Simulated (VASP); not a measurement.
Pt₃Ti (L1_2) relaxed at rising pressure, in one space group throughout; other phases were not tried. The pressures are those reached. Calculation: LDA (Ceperley-Alder, Perdew-Zunger), VASP's LDA PAW potentials (set 64) (plane waves; VASP 6.6.1).

```csv
P (GPa),V (Å³/atom),k-mesh
0.15,14.557,8×8×8
4.90,14.323,8×8×8
9.88,14.100,8×8×8
19.92,13.706,8×8×8
29.94,13.368,8×8×8
```

**Question.** Fit an equation of state and predict the volume at 44.78 GPa.

**Answer.** Least squares on the third-order Birch-Murnaghan form, P = (3B0/2)(y⁷ − y⁵)[1 + (3/4)(B′ − 4)(y² − 1)] with y = (V0/V)^(1/3), gives V0 = 14.565 Å³/atom, B0 = 281 GPa and B′ = 5.1, and so 12.943 Å³/atom. The run gave 12.941 Å³/atom, -0.0 % from the fit.

Pressures at which the relaxation failed are left out.

The compound is Pt3Ti in the L1_2 structure.
